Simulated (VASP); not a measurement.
Output of a VASP run:

**OSZICAR**
```
...
       N       E                     dE             d eps       ncg     rms          rms(c)
DAV:   1    -0.238162942779E+02    0.12314E-03   -0.24482E-02  4934   0.923E-01    0.119E-01
DAV:   2    -0.238162538379E+02    0.40440E-04   -0.10473E-03  5600   0.242E-01    0.434E-02
DAV:   3    -0.238162057598E+02    0.48078E-04   -0.89689E-05  5666   0.630E-02    0.207E-02
DAV:   4    -0.238162015889E+02    0.41709E-05   -0.28800E-05  5534   0.342E-02    0.642E-03
DAV:   5    -0.238162014681E+02    0.12079E-06   -0.23187E-06  3982   0.109E-02
  14 F= -.20261283E+02 E0= -.20261219E+02  d E =-.110507E-02
       N       E                     dE             d eps       ncg     rms          rms(c)
DAV:   1    -0.238178782768E+02   -0.16767E-02   -0.11210E-02  5234   0.676E-01    0.922E-02
DAV:   2    -0.238178071241E+02    0.71153E-04   -0.59815E-04  5722   0.179E-01    0.370E-02
DAV:   3    -0.238177508050E+02    0.56319E-04   -0.63659E-05  5648   0.553E-02    0.117E-02
DAV:   4    -0.238177469347E+02    0.38703E-05   -0.20344E-05  5540   0.294E-02    0.368E-03
DAV:   5    -0.238177470207E+02   -0.86008E-07   -0.13092E-06  3070   0.855E-03
  15 F= -.20261700E+02 E0= -.20261659E+02  d E =-.417899E-03
       N       E                     dE             d eps       ncg     rms          rms(c)
DAV:   1    -0.238187449815E+02   -0.99805E-03   -0.63121E-03  5228   0.507E-01    0.694E-02
DAV:   2    -0.238187046153E+02    0.40366E-04   -0.33592E-04  5722   0.134E-01    0.278E-02
DAV:   3    -0.238186726351E+02    0.31980E-04   -0.36241E-05  5654   0.417E-02    0.876E-03
DAV:   4    -0.238186704738E+02    0.21614E-05   -0.11556E-05  5456   0.221E-02    0.278E-03
DAV:   5    -0.238186705216E+02   -0.47854E-07   -0.73595E-07  2836   0.643E-03
  16 F= -.20261784E+02 E0= -.20261774E+02  d E =-.501827E-03
       N       E                     dE             d eps       ncg     rms          rms(c)
DAV:   1    -0.238185963540E+02    0.74120E-04   -0.53267E-05  5090   0.467E-02    0.571E-03
DAV:   2    -0.238185960385E+02    0.31547E-06   -0.29493E-06  5186   0.125E-02
  17 F= -.20261786E+02 E0= -.20261772E+02  d E =-.503073E-03
       N       E                     dE             d eps       ncg     rms          rms(c)
DAV:   1    -0.238184879453E+02    0.10841E-03   -0.97996E-05  5300   0.629E-02    0.907E-03
DAV:   2    -0.238184868796E+02    0.10658E-05   -0.50942E-06  5638   0.166E-02    0.396E-03
DAV:   3    -0.238184862013E+02    0.67824E-06   -0.82576E-07  2830   0.644E-03
  18 F= -.20261784E+02 E0= -.20261766E+02  d E =-.501186E-03
       N       E                     dE             d eps       ncg     rms          rms(c)
DAV:   1    -0.238185586058E+02   -0.71726E-04   -0.48594E-05  5084   0.444E-02    0.591E-03
DAV:   2    -0.238185583367E+02    0.26912E-06   -0.28324E-06  5018   0.124E-02
  19 F= -.20261785E+02 E0= -.20261770E+02  d E =-.502878E-03
       N       E                     dE             d eps       ncg     rms          rms(c)
DAV:   1    -0.238199350350E+02   -0.13764E-02   -0.99210E-04  4610   0.187E-01    0.212E-02
DAV:   2    -0.238199332191E+02    0.18160E-05   -0.54620E-05  5900   0.549E-02    0.107E-02
DAV:   3    -0.238199302578E+02    0.29612E-05   -0.42649E-06  4840   0.132E-02    0.288E-03
DAV:   4    -0.238199300707E+02    0.18712E-06   -0.70841E-07  2596   0.579E-03
  20 F= -.20261834E+02 E0= -.20261821E+02  d E =-.483239E-04
```

### OUTCAR
```
------------------------ aborting loop because EDIFF is reached ----------------------------------------
  FORCE on cell =-STRESS in cart. coord.  units (eV):
  Direction    XX          YY          ZZ          XY          YZ          ZX
  --------------------------------------------------------------------------------------
  Total        3.5482802      3.5553054      3.5785498      0.0000000      0.0000000      0.0000000
  in kB       99.7241186     99.9215621    100.5748446      0.0000000      0.0000000      0.0000000
  external PRESSURE =       0.0735084 kB  Pullay stress =     100.0000000 kB
  volume of cell :       57.01
      direct lattice vectors                 reciprocal lattice vectors
     1.681186026 -4.737715791  0.000000000     0.297409086 -0.105536090  0.000000000
     1.681186026  4.737715791 -0.000000000     0.297409086  0.105536090 -0.000000000
     0.000000000  0.000000000  3.578602919     0.000000000  0.000000000  0.279438659
 POSITION                                       TOTAL-FORCE (eV/Angst)
 -----------------------------------------------------------------------------------
      1.68119      3.64759      3.40785         0.000000     -0.007528     -0.015530
      1.68119      1.09013      1.61855         0.000000      0.007528     -0.015530
      1.68119     -1.09013      1.96005         0.000000     -0.007528      0.015530
      1.68119     -3.64759      0.17075         0.000000      0.007528      0.015530
 -----------------------------------------------------------------------------------
    total drift:                               -0.000000     -0.000000     -0.000000
  FREE ENERGIE OF THE ION-ELECTRON SYSTEM (eV)
  ---------------------------------------------------
  free  energy   TOTEN  =       -23.8199300707 eV

  energy  without entropy=      -23.8198923477  energy(sigma->0) =      -23.81991750
  enthalpy is  TOTEN    =       -20.2618337457 eV   P V=        3.5580963250

 reached required accuracy - stopping structural energy minimisation
```
(Selected blocks of OUTCAR.)

File POSCAR:
```
P
1
    1.6663969147    -4.8689550294     0.0000000000
    1.6663969147     4.8689550294     0.0000000000
    0.0000000000     0.0000000000     3.7714565762
P
4
Direct
  0.1121465693   0.8878534307   0.9441364196
  0.3878534307   0.6121465693   0.4441364196
  0.6121465693   0.3878534307   0.5558635804
  0.8878534307   0.1121465693   0.0558635804
```

Write an INCAR and KPOINTS that could have produced this output.

This is not unique; one that fits is the input of the run itself, LDA (Ceperley-Alder, Perdew-Zunger), plane waves, VASP's LDA PAW potentials (set 64).

### INCAR
```
SYSTEM  =  P
PREC  =  Accurate; ENCUT  =  500; LREAL  =  .False.
LASPH  =  .True.
EDIFF  =  1E-6; NELM  =  100; ALGO  =  Normal
ISMEAR  =  1; SIGMA  =  0.1
IBRION  =  2; NSW  =  40; ISIF  =  3
EDIFFG  =  -0.02; PSTRESS  =  100
LWAVE  =  .False.; LCHARG  =  .False.
```

### KPOINTS
```
Automatic mesh
0
Gamma
10 10 8
0 0 0
```

POTCAR, in this order: P (LDA.64 set). Program: vasp_std.

Energy and stress use the plane-wave basis of the starting cell.

The compound is P in the black structure. This run relaxes it under an external pressure of 10 GPa. Symmetry was kept, so distortions that lower it aren't found.
